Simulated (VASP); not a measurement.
# Cs4BePb3Br12 (a cell with a defect) in VASP: a series of runs, part 2 of 2

VASP 6.6.1. Earlier steps stand in the parts before.

## Step 4: Single point, PBE (Pb vacancy, charge -2, ions relaxed)

Contents of INCAR:

```
ALGO = Fast
EDIFF = 1E-7
ENCUT = 520
GGA = PE
ISIF = 2
ISMEAR = -1
LASPH = True
LCHARG = True
LELF = True
LREAL = Auto
LVHAR = True
LWAVE = False
NBANDS = 96
NELECT = 164.0
NELM = 100
PREC = Accurate
SIGMA = 0.01
```

Contents of KPOINTS:

```
k-points
0
Gamma
  2 2 2
```

Contents of POSCAR:

```
Cs4Pb3Br12
1.0
   -5.8700000000      5.8700000000      5.8700000000
    5.8700000000     -5.8700000000      5.8700000000
    5.8700000000      5.8700000000     -5.8700000000
Cs Pb Br
4 3 12
Direct
    0.0000000000      0.0000000000      0.0000000000
    0.5000000000      0.5000000000      0.0000000000
    0.5000000000      0.0000000000      0.5000000000
    0.0000000000      0.5000000000      0.5000000000
    0.0000000000      0.0000000000      0.5000000000
    0.0000000000      0.5000000000      0.0000000000
    0.5000000000      0.0000000000      0.0000000000
    0.5000000000      0.2505628840      0.2505628840
    0.0000000000      0.7500000000      0.2500000000
    0.0000000000      0.2500000000      0.7500000000
    0.5000000000      0.7494371160      0.7494371160
    0.2505628840      0.5000000000      0.2505628840
    0.7500000000      0.0000000000      0.2500000000
    0.7494371160      0.5000000000      0.7494371160
    0.2500000000      0.0000000000      0.7500000000
    0.2505628840      0.2505628840      0.5000000000
    0.7494371160      0.7494371160      0.5000000000
    0.7500000000      0.2500000000      0.0000000000
    0.2500000000      0.7500000000      0.0000000000
```

Potentials or basis: VASP PAW PBE potentials, release 64 (Cs_sv, Pb_d, Br).

On the command line:

```
$ cat potpaw_PBE.64/Cs_sv/POTCAR potpaw_PBE.64/Pb_d/POTCAR potpaw_PBE.64/Br/POTCAR > POTCAR
$ mpirun -np 1 vasp_std > vasp.out
```

Run time: 8.7 min. Hardware: 1 thread of Intel Xeon Platinum 8259CL at 2.50GHz (Skylake/Cascade Lake), shared host; peak memory 1.1 GiB.

Results (log left out):

- Free energy: -56.1497 eV
- Largest force: 0.008 eV/Å
- Band gap on the k mesh: 2.26 eV, indirect (least direct gap 2.36 eV)

Forces on the atoms (eV/Å):
```
Cs   0.000  0.000  0.000
Cs   0.000  0.000  0.000
Cs   0.000  0.000  0.000
Cs   0.000  0.000  0.000
Pb   0.000  0.000  0.000
Pb   0.000  0.000  0.000
Pb   0.000  0.000  0.000
Br   0.008  0.000  0.000
Br   0.000  0.000  0.000
Br   0.000  0.000  0.000
Br  -0.008  0.000  0.000
Br   0.000  0.008  0.000
Br   0.000  0.000  0.000
Br   0.000 -0.008  0.000
Br   0.000  0.000  0.000
Br   0.000  0.000  0.008
Br   0.000  0.000 -0.008
Br   0.000  0.000  0.000
Br   0.000  0.000  0.000
```

Levels at points of the mesh, in eV from the valence-band top:
```
           k point  band 78  band 79  band 80  band 81  band 82  band 83  band 84  band 85  band 86  band 87
(0.00, 0.00, 0.00)    -0.94    -0.94    -0.94     0.00     0.00     2.42     2.42     2.42     3.22     4.22
(0.50, 0.00, 0.00)    -1.01    -0.95    -0.55    -0.53    -0.28     2.41     3.68     3.90     3.95     4.02
(0.50, 0.50, 0.50)    -0.90    -0.90    -0.34    -0.34    -0.10     2.26     2.26     2.26     4.27     4.27
```

Caveat: the cell carries a net charge on a neutralising background, which shifts energy and pressure; the cell is charged against a uniform background, so pressure and absolute levels hang on convention; spin-orbit coupling is left out, which as a rule narrows the gap of such compounds by several tenths of an eV.

## Step 5: Single point, PBE

This run's cell holds other atoms than the first one's.

Contents of INCAR:

```
SYSTEM = Cs4AlPb3Br12
ALGO     = Normal         ! electronic algorithm
EDIFF    = 1E-7           ! SCF threshold, eV
ENCUT    = 520            ! plane-wave cutoff, eV
GGA      = PE             ! functional
ISIF     = 2              ! what is computed and relaxed
ISMEAR   = -1             ! smearing method
LASPH    = .TRUE.         ! aspherical terms in the spheres
LCHARG   = .FALSE.        ! write CHGCAR
LREAL    = .FALSE.        ! projectors in reciprocal space
LWAVE    = .FALSE.        ! write WAVECAR
NBANDS   = 98             ! bands
NELECT   = 164.0        
NELM     = 100            ! most SCF steps
PREC     = Accurate       ! precision mode
SIGMA    = 0.01           ! smearing width, eV
```

Contents of KPOINTS:

```
k-points
0
G
  2 2 2
  0 0 0
```

Contents of POSCAR:

```
Cs4AlPb3Br12
1.0
   -5.8700000000      5.8700000000      5.8700000000
    5.8700000000     -5.8700000000      5.8700000000
    5.8700000000      5.8700000000     -5.8700000000
Cs Al Pb Br
4 1 3 12
Direct
    0.0000000000      0.0000000000      0.0000000000
    0.5000000000      0.5000000000      0.0000000000
    0.5000000000      0.0000000000      0.5000000000
    0.0000000000      0.5000000000      0.5000000000
    0.5000000000      0.5000000000      0.5000000000
    0.0000000000      0.0000000000      0.5000000000
    0.0000000000      0.5000000000      0.0000000000
    0.5000000000      0.0000000000      0.0000000000
    0.5000000000      0.2795406496      0.2795406496
    0.0000000000      0.7500000000      0.2500000000
    0.0000000000      0.2500000000      0.7500000000
    0.5000000000      0.7204593504      0.7204593504
    0.2795406496      0.5000000000      0.2795406496
    0.7500000000      0.0000000000      0.2500000000
    0.7204593504      0.5000000000      0.7204593504
    0.2500000000      0.0000000000      0.7500000000
    0.2795406496      0.2795406496      0.5000000000
    0.7204593504      0.7204593504      0.5000000000
    0.7500000000      0.2500000000      0.0000000000
    0.2500000000      0.7500000000      0.0000000000
```

Potentials or basis: VASP PAW PBE potentials, release 64 (Cs_sv, Al, Pb_d, Br).

On the command line:

```
$ cat potpaw_PBE.64/Cs_sv/POTCAR potpaw_PBE.64/Al/POTCAR potpaw_PBE.64/Pb_d/POTCAR potpaw_PBE.64/Br/POTCAR > POTCAR
$ mpirun -np 1 vasp_std > vasp.out
```

Wall time 7.1 min (1 thread of Intel Xeon Platinum 8488C (Sapphire Rapids), shared host); peak memory 1.1 GiB.

It converged, with:

- Free energy: -64.8842 eV
- Largest force: 0.006 eV/Å
- Band gap on the k mesh: 1.83 eV, indirect (least direct gap 2.22 eV)

Forces on the atoms (eV/Å):
```
Cs   0.000  0.000  0.000
Cs   0.000  0.000  0.000
Cs   0.000  0.000  0.000
Cs   0.000  0.000  0.000
Al   0.000  0.000  0.000
Pb   0.000  0.000  0.000
Pb   0.000  0.000  0.000
Pb   0.000  0.000  0.000
Br   0.006  0.000  0.000
Br   0.000  0.000  0.000
Br   0.000  0.000  0.000
Br  -0.006  0.000  0.000
Br   0.000  0.006  0.000
Br   0.000  0.000  0.000
Br   0.000 -0.006  0.000
Br   0.000  0.000  0.000
Br   0.000  0.000  0.006
Br   0.000  0.000 -0.006
Br   0.000  0.000  0.000
Br   0.000  0.000  0.000
```

Levels at points of the mesh, in eV from the valence-band top:
| k point | band 80 | band 81 | band 82 | band 83 | band 84 | band 85 |
| --- | --- | --- | --- | --- | --- | --- |
| (0.00, 0.00, 0.00) | -0.57 | -0.22 | -0.22 | 2.70 | 2.70 | 2.70 |
| (0.50, 0.00, 0.00) | -0.63 | -0.60 | -0.51 | 1.83 | 2.68 | 2.73 |
| (0.50, 0.50, 0.50) | -0.56 | -0.56 | 0.00 | 2.22 | 2.22 | 2.22 |

Caveat: the cell carries a net charge on a neutralising background, which shifts energy and pressure; the cell is charged against a uniform background, so pressure and absolute levels hang on convention; spin-orbit coupling is left out, which as a rule narrows the gap of such compounds by several tenths of an eV.
